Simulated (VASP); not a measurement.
Here is the system:

```xyz
5
Lattice="5.7424 0.0000 0.0000 0.0000 5.7424 0.0000 0.0000 0.0000 5.7424" Properties=species:S:1:pos:R:3 pbc="T T T"
Cs     0.0000     0.0000     0.0000
Pb     2.8712     2.8712     2.8712
Cl     2.8712     0.0000     2.8712
Cl     0.0000     2.8712     2.8712
Cl     2.8712     2.8712     0.0000
```

All values below come from TPSS meta-GGA, VASP's PBE PAW potentials (set 64) (plane waves; VASP 6.6.1). Settings: 520 eV cut-off, 5×5×5 Γ-centred mesh, tetrahedra with Blöchl corrections, potentials Cs_sv Pb_d Cl.

Unless said otherwise, spin-orbit coupling is left out, though it shifts the bands of the heavy elements here.

**Question.** Predict the energy per atom (σ→0), band gap (over mesh and band path) with the smallest direct gap where there is one.

**Answer.** 
* **band gap (over mesh and band path)**: 2.36 eV
* **smallest direct gap (over mesh and band path)**: 2.36 eV
* **energy per atom (σ→0)**: -8.334 eV/atom

Total energies compare only between runs with the same potentials, cut-off and functional.

The compound is CsPbCl3 in the cubic perovskite structure, the ideal cubic form; the compound distorts at low or room temperature. It was relaxed first, which changed the volume by +7 %.
